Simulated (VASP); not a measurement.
## Pt: relaxation of cell and atoms with PBE

Pt:

```xyz
1
Lattice="0.0000 1.9609 1.9609 1.9609 0.0000 1.9609 1.9609 1.9609 0.0000" Properties=species:S:1:pos:R:3 pbc="T T T"
Pt    0.0000    0.0000    0.0000
```

| Item | Value |
| --- | --- |
| Program | VASP 6.6.1 |
| Task | relaxation of cell and atoms |
| Functional | PBE |
| Potentials or basis | VASP PAW PBE potentials, release 64 (Pt) |
| Cutoff | 520 eV |
| k mesh | 18 × 18 × 18 |
| Occupations | gaussian, width 0.1 eV |
| Spin | no spin polarisation |
| Further INCAR settings | ALGO = Fast; EDIFF = 1e-07; AMIX = 0.2; IBRION = 2; EDIFFG = -0.002; NSW = 80; ISIF = 3 |

```yaml
Relaxed_volume: 15.61 Å³/atom
Relaxed_cell: a = 2.805 Å, b = 2.805 Å, c = 2.805 Å, α = 60.00°, β = 60.00°, γ = 60.00°
Space_group_after_relaxing_to_0.05_Å: Fm-3m (No. 225)
Energy_gained_by_relaxing: 15.2 meV/atom
Ionic_steps: 17
Pressure_after_relaxing: 0.0 GPa
Band_gap_on_the_k_mesh: none (metal or under the smearing width)
```

Step by step:
| step | energy change (eV) | largest force (eV/Å) | pressure (GPa) | volume (Å³) |
| --- | --- | --- | --- | --- |
| 1 | 0.0000 | 0.0000 | 9.51 | 15.08 |
| 2 | 0.0771 | 0.0000 | -17.63 | 17.12 |
| 3 | -0.0152 | 0.0000 | -0.27 | 15.63 |
| 4 | -0.0152 | 0.0000 | -0.03 | 15.62 |
| 5 | -0.0152 | 0.0000 | 0.14 | 15.60 |
| 6 | -0.0152 | 0.0000 | 0.16 | 15.60 |
| 7 | -0.0152 | 0.0000 | 0.12 | 15.61 |
| 8 | -0.0152 | 0.0000 | 0.12 | 15.61 |
| 9 | -0.0152 | 0.0000 | 0.12 | 15.61 |
| 10 | -0.0152 | 0.0000 | 0.12 | 15.61 |
| 11 | -0.0152 | 0.0000 | 0.12 | 15.61 |
| 12 | -0.0152 | 0.0000 | 0.13 | 15.61 |
| 13 | -0.0152 | 0.0000 | 0.14 | 15.61 |
| 14 | -0.0152 | 0.0000 | 0.08 | 15.61 |
| 15 | -0.0152 | 0.0000 | 0.05 | 15.61 |
| 16 | -0.0152 | 0.0000 | -0.03 | 15.61 |
| 17 | -0.0152 | 0.0000 | 0.00 | 15.61 |

Final structure:
```xyz
1
Lattice="0.0000 1.9838 1.9838 1.9838 0.0000 1.9838 1.9838 1.9838 0.0000" Properties=species:S:1:pos:R:3 pbc="T T T"
Pt    0.0000    0.0000    0.0000
```

Levels at points of the mesh, in eV from the Fermi level:
```tsv
k point	band 3	band 4	band 5	band 6	band 7	band 8
(0.00, 0.00, 0.00)	-3.58	-3.58	-1.55	-1.55	14.73	19.50
(0.50, 0.00, 0.00)	-3.64	-0.33	0.03	0.03	5.58	14.29
(0.50, 0.50, 0.00)	0.00	0.45	0.45	1.85	8.51	11.28
```

Run time: 87 s on 1 thread of Intel(R) Xeon(R) Platinum 8488C (Sapphire Rapids), on a shared host, peak memory 0.18 GiB.

Spin-orbit coupling is left out, which matters for the levels of Pt. PBE usually gives volumes a little too large and moduli too small.
